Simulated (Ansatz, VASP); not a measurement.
# TiO2 (Anatase): VASP beside Ansatz, part 2 of 2

Aim: how closely do two programs agree when they are given the same cell, functional and k mesh? The cell is taken from a series of VASP runs on this material, whose earlier steps may have relaxed, scaled or displaced it; both programs get it as it stands. Other levels of theory on this material are compared in a session of their own.

VASP 6.6.1 and Ansatz 0.2.0.

So far. Step 2 (VASP: band structure, PBE): The run ends at a pressure of 5.16 GPa, with forces up to 0.22 eV/Å.

### 3. Ansatz: band structure, PBE

Level of this step: Ansatz beside VASP: Kohn-Sham DFT, plane waves, PBE (Ansatz).

Ansatz runs on its default PAW (the set named soft_2) files.

The same cell, functional, mesh and smearing now go to Ansatz, which takes its cutoff from its data sets.

Input file input.yaml:

```yaml
crystal:
  lattice:
    - [-1.8921, 1.8921, 4.7573]
    - [1.8921, -1.8921, 4.7573]
    - [1.8921, 1.8921, -4.7573]
  atoms:
    - { symbol: Ti, position: [0.75, 0.25, 0.5] }
    - { symbol: Ti, position: [0.0, 0.0, 0.0] }
    - { symbol: O, position: [0.7924867405, 0.7924867405, 0.0] }
    - { symbol: O, position: [0.5424867405, 0.0424867405, 0.5] }
    - { symbol: O, position: [0.9575132595, 0.4575132595, 0.5] }
    - { symbol: O, position: [0.2075132595, 0.2075132595, 0.0] }
hamiltonian:
  xc: pbe
  pseudopotentials: { kind: paw }
kpoints:
  mp_grid: { grid: [8, 8, 8] }
  band_path:
    path:
      - [0.0, 0.0, 0.0]
      - [0.0, 0.0, 0.21429]
      - [0.0, 0.0, 0.42857]
      - [-0.0113, 0.0113, 0.5]
      - [-0.0452, 0.0452, 0.5]
      - [-0.07909, 0.07909, 0.5]
      - [-0.13922, 0.13922, 0.43987]
      - [-0.22942, 0.22942, 0.34968]
      - [-0.28955, 0.28955, 0.28955]
      - [-0.16546, 0.16546, 0.16546]
      - [-0.04136, 0.04136, 0.04136]
      - [0.07143, 0.07143, -0.07143]
      - [0.28571, 0.28571, -0.28571]
      - [0.5, 0.5, -0.5]
      - [0.43987, 0.56013, -0.43987]
      - [0.34968, 0.65032, -0.34968]
      - [0.28955, 0.71045, -0.28955]
      - [0.16546, 0.62026, -0.16546]
      - [0.04136, 0.53006, -0.04136]
      - [0.03571, 0.46429, 0.03571]
      - [0.14286, 0.35714, 0.14286]
      - [0.25, 0.25, 0.25]
      - [0.32143, 0.32143, 0.15597]
      - [0.42857, 0.42857, 0.01493]
      - [0.5, 0.5, -0.07909]
      - [0.5, 0.5, -0.25948]
      - [0.5, 0.5, -0.43987]
      - [0.03571, 0.03571, 0.46429]
      - [0.14286, 0.14286, 0.35714]
      - [0.25, 0.25, 0.25]
    npoints: 1
scf:
  occupations: { method: gaussian, width: 0.03 }
  n_extra_bands: 9
output:
  forces: true
  stress: true
  eigenvalues: true
```

Command:

```bash
ansatz run input.yaml --threads 4 --pin off --max-ram 9216MiB --backend cpu --events-out ev --progress --plain --runs-dir out
```

Numbers of over 12 decimals in the logs are rounded to 6 here.

What it wrote:

```text
basis.fft_grid_basis auto: the FFT boxes are laid along the combinations [[1, 0, 1], [0, 1, 1], [0, 0, 1]] of the cell's own vectors, 3.784, 3.784 and 5.458 Å long. The dense box has 27×27×40 points. Along the cell's own vectors, as sized, it would have 40×40×40, 2.19 times as many. Of the 16 symmetry operations that the crystal satisfies within crystal.symmetry.tolerance (time reversal apart; of a slab, those that k [...]
scf.n_extra_bands = 9 over 24 filled bands (N_el = 48.0): the run solves 33 bands
Engine: ansatz 0.2.0, aarch64-unknown-linux-gnu
Pseudopotentials: kind: paw
Pseudopotential: Ti, paw, valence charge 12, recommended cutoff 420 eV (normal), Ti.paw.azcp
Pseudopotential: O, paw, valence charge 6, recommended cutoff 420 eV (normal), O.paw.azcp
Functional definition: PBE
  parameter kappa = 0.804
  parameter beta = 0.066725
  exchange = pbe_x(kappa = kappa, mu = beta*pi^2/3)
  correlation = pbe_c(beta = beta)
Crystal: 6 atoms, lattice volume = 68.125 Å³
Basis set: ecut = 420 eV, 1315 PW (Γ), FFT grids on a1+a3, a2+a3, a3, exchange–correlation on 54×54×80 points (8 copies of the dense FFT grid, shifted against one another)
Bands: 33, of which v1, the nominal top of the filled ones, is band 24 counted from 1 (23 counted from 0)
Symmetry: 16 space group operations
Space group: I41/amd (ITA 141), of the structure as read, at distance tolerance 4.1e-5 Å
k-points: 59 of 512
Non-local potential: Ti, projectors of the file, l = 0: 3, l = 1: 2, l = 2: 3, l = 3: 1
Non-local potential: O, projectors of the file, l = 0: 2, l = 1: 2, l = 2: 1
PAW form: soft (Blöchl's): semilocal exchange-correlation on the pseudo side does not see the compensation charge
PAW one-centre angular grid: Ti, 590 points (default); XC on 64 Gauss nodes
PAW one-centre angular grid: O, 110 points (default); XC on 64 Gauss nodes
Initial density: superposition of atomic densities (neutral atoms: chi_scale 0, normalization atom), corrected by the library's trained network
Initial wavefunctions: pseudopotential atomic-orbital guess
Functional: x = pbe(κ = 0.804, μ = 0.219515), c = pbe(β = 0.066725)
SCF iter   1: F=—  HF=-7277.465984 eV  |F-HF|=—  |Δ(HF+E_count)|=         —  Δρ=3.47e-3  dr2=3.15e-3  ethr=1.77e-3  ⟨swp⟩=6.1  Hψ=8233  notcnv=0  defer=6
preconditioner: auto → none  [insulator: Δε(μ)=2.197 eV  Ē_g=10.524 eV  σ=0.030 eV  W_gap=1.00  n_scr=14 (ndim 8)  ℏωp=25.4 eV  f_vac=0.103  D(μ)=0.00/eV (n_scr^D=0)  ε∞_Penn≈6.8]
SCF iter   2: F=—  HF=-7277.467600 eV  |F-HF|=—  |Δ(HF+E_count)|=   1.62e-3  Δρ=2.58e-3  dr2=3.30e-3  ethr=6.56e-6  ⟨swp⟩=2.3  Hψ=3700  notcnv=0  defer=174
SCF iter   3: F=—  HF=-7277.467369 eV  |F-HF|=—  |Δ(HF+E_count)|=   2.31e-4  Δρ=1.41e-3  dr2=7.29e-4  ethr=6.56e-6  ⟨swp⟩=2.0  Hψ=2880  notcnv=0  defer=174
SCF iter   4: F=—  HF=-7277.467602 eV  |F-HF|=—  |Δ(HF+E_count)|=   2.33e-4  Δρ=5.69e-4  dr2=1.09e-4  ethr=1.52e-6  ⟨swp⟩=2.0  Hψ=2108  notcnv=0  defer=174
SCF iter   5: F=—  HF=-7277.467662 eV  |F-HF|=—  |Δ(HF+E_count)|=   5.95e-5  Δρ=1.02e-4  dr2=2.69e-6  ethr=2.28e-7  ⟨swp⟩=2.1  Hψ=2466  notcnv=0  defer=174
SCF iter   6: F=—  HF=-7277.467518 eV  |F-HF|=—  |Δ(HF+E_count)|=   1.43e-4  Δρ=1.43e-5  dr2=3.12e-8  ethr=2.08e-10  ⟨swp⟩=6.9  Hψ=9099  notcnv=0
SCF iter   7: F=-7277.467518 eV  HF=-7277.467518 eV  |F-HF|=7.84e-10  |Δ(HF+E_count)|=   8.47e-8  Δρ=2.22e-6  dr2=2.10e-9  ethr=6.49e-11  ⟨swp⟩=2.0  Hψ=6562  notcnv=0
SCF 1 converged in 7 iterations: F = -7277.467518 eV  dr2 = 2.10e-9
  greatest PAW one-centre occupation: 0.999 electrons in one spin orbital (limit 2), on the Ti atom at site 1 (counted from 0), in its partial waves of l = 0
NSCF: frozen V_eff on 30 k-points
SCF converged after 7 iterations
Free energy (F): -7277.467518 eV
Harris-Foulkes:  -7277.467518 eV  (|F-HF|=7.84e-10)
Internal energy: -7277.467518 eV  (E = F + TS)
E sigma→0 (E₀):  -7277.467518 eV
Fermi energy:    8.371535 eV
--- Per-component energies (eV) ---
  E_band       = -455.148749
  E_kinetic    = 1248.711436
  E_local      = -3575.521269  (includes V_loc(G=0)·N_el)
  E_nonlocal   = 196.576190
  E_hartree    = 1387.842516
  E_xc         = -493.016190
  E_vxc        = -624.378476  (∫ρ·V_xc dr)
  E_paw        = -2722.347567  (= ΣΔE_a)
  E_vpaw       = -476.233234  (= ΣTr[D̂ρ^β])
  E_aug_tail   = 0.010071  (compensation charges beyond the density's cutoff)
  E_ewald      = -3319.722704
  E_smearing   = -0.000000  (= −TS)
  E_closure    = -0.000000  (closes the sum)
  Σ components = -7277.467518   (vs F -7277.467518, Δ=0.00e0)
--- Forces (eV/Å), atoms counted from 1 ---
  atom   1  Ti     0.00000000     0.00000000     0.00000000
  atom   2  Ti    -0.00000000     0.00000000    -0.00000000
  atom   3  O      0.00000000     0.00000000    -0.19103558
  atom   4  O      0.00000000     0.00000000    -0.19103558
  atom   5  O     -0.00000000     0.00000000     0.19103558
  atom   6  O     -0.00000000     0.00000000     0.19103558
  max |Σ_I F_I| component: 1.13e-17 eV/Å
--- Stress (GPa, compression-positive) ---
        4.714962      -0.000000       0.000000
       -0.000000       4.714962       0.000000
        0.000000      -0.000000       7.038131
  P = ⅓ Tr σ = 5.4894 GPa (54.894 kbar)
--- Band table (eV; the first three rows and the last of 59) ---
  k-point 0: bands = [... 20 lower, 6.5821, 6.5821, 6.8606, 6.8606, 9.4625, 10.2047, 11.3708, 11.3708, ... 5 higher]
  k-point 1: bands = [... 20 lower, 6.2500, 6.2525, 6.6214, 7.0265, 10.0722, 10.2852, 10.8083, 11.1328, ... 5 higher]
  k-point 2: bands = [... 20 lower, 5.4906, 6.3539, 6.7443, 7.0772, 10.3293, 10.4867, 10.8644, 11.0936, ... 5 higher]
  k-point 58: bands = [... 20 lower, 6.0832, 6.0832, 7.2138, 7.2138, 9.8206, 9.8206, 11.1301, 11.1301, ... 5 higher]
```

The job ended after 3.4 s (4 threads of Arm Neoverse V1, shared host; peak memory 0.41 GiB).

Reading the cycles: dr2 is the Hartree energy of the density residual (eV), the measure of convergence; HF is the Harris–Foulkes estimate of the energy, which meets the free energy F at convergence.

### 4. Differences

Known differences besides the potentials themselves: the cutoff is 420 eV in Ansatz and 460 eV in VASP. Total energies have different zeros and are not compared.

Compared:

| quantity | Ansatz | VASP | difference |
| --- | --- | --- | --- |
| pressure (GPa) | 5.49 | 5.16 | +0.33 |
| pressure without Ansatz's Pulay correction (GPa) | 4.81 | 5.16 | -0.36 |
| gap over the path points (eV) | 2.140 | 2.116 | +0.024 |

Forces (eV/Å; atoms numbered as in POSCAR):

```csv
atom,"Ansatz x, y, z","VASP x, y, z"
Ti1,"0.000, 0.000, 0.000","0.000, 0.000, 0.000"
Ti2,"0.000, 0.000, 0.000","0.000, 0.000, 0.000"
O3,"0.000, 0.000, -0.191","0.000, 0.000, -0.216"
O4,"0.000, 0.000, -0.191","0.000, 0.000, -0.216"
O5,"0.000, 0.000, 0.191","0.000, 0.000, 0.216"
O6,"0.000, 0.000, 0.191","0.000, 0.000, 0.216"
```

Levels at points of the path, from each program's valence-band top (eV; 4 filled, then empty):

| k (reciprocal lattice) | Ansatz | VASP |
| --- | --- | --- |
| 0.000 0.000 0.000 | -0.74 -0.74 -0.46 -0.46 2.14 2.88 4.05 | -0.75 -0.75 -0.46 -0.46 2.12 2.86 4.02 |
| 0.000 0.000 0.214 | -1.67 -1.10 -0.57 -0.25 2.99 3.17 3.43 | -1.68 -1.10 -0.58 -0.25 2.97 3.15 3.41 |
| 0.000 0.000 0.429 | -2.41 -1.55 -0.22 0.00 3.25 3.46 3.68 | -2.41 -1.56 -0.22 0.00 3.22 3.43 3.65 |
| -0.011 0.011 0.500 | -2.03 -2.03 -0.05 -0.05 3.37 3.37 3.84 | -2.04 -2.04 -0.05 -0.05 3.34 3.34 3.82 |
| -0.045 0.045 0.500 | -1.98 -1.98 -0.06 -0.06 3.36 3.36 3.83 | -1.98 -1.98 -0.06 -0.06 3.33 3.33 3.80 |
| -0.079 0.079 0.500 | -1.88 -1.88 -0.09 -0.09 3.34 3.34 3.79 | -1.88 -1.88 -0.09 -0.09 3.31 3.31 3.77 |
| -0.139 0.139 0.440 | -1.98 -1.32 -0.28 -0.17 3.23 3.27 3.65 | -1.99 -1.33 -0.29 -0.17 3.21 3.24 3.63 |
| -0.229 0.229 0.350 | -1.18 -1.01 -0.74 -0.71 3.21 3.30 3.65 | -1.18 -1.01 -0.74 -0.71 3.19 3.27 3.62 |
| -0.290 0.290 0.290 | -1.17 -0.92 -0.90 -0.79 3.25 3.51 3.60 | -1.18 -0.93 -0.90 -0.80 3.22 3.48 3.58 |
| -0.165 0.165 0.165 | -1.51 -0.95 -0.80 -0.63 3.21 3.41 3.47 | -1.51 -0.95 -0.81 -0.64 3.18 3.38 3.44 |

The forces differ by 12 meV/Å r.m.s., which is 11.6 % of the r.m.s. force of 0.10 eV/Å (both taken over all components). Among the levels compared at these points, filled levels agree within 8 meV and empty ones within 29 meV. Ansatz's pressure holds a Pulay correction of 0.68 GPa; VASP's holds none.

### 5. Summary of results

```yaml
difference_in_gap_over_the_path_points_band_structure_pbe: 0.024 eV
r_m_s_force_difference_band_structure_pbe: 12 meV/Å
```

What this shows: The r.m.s. force difference is 12 meV/Å (band structure, PBE), at about the 12 meV/Å picked in this series as the mark of a large difference. 7 further runs of this series are not shown here. How closely two codes agree says nothing of how well the functional describes the real material.

[Lines on the potential files, build, host, timing and source positions are cut from VASP's logs without a mark.]

[Logs are printed without paths, hosts, clocks, repeated set-up lines and the standing remarks that a program may print on its own settings, such as how far it seeks lower states.]

[Hosts, paths, dates, database ids (printed as entryN), source tags and the programs' standing remarks are cut or masked in the printed files.]
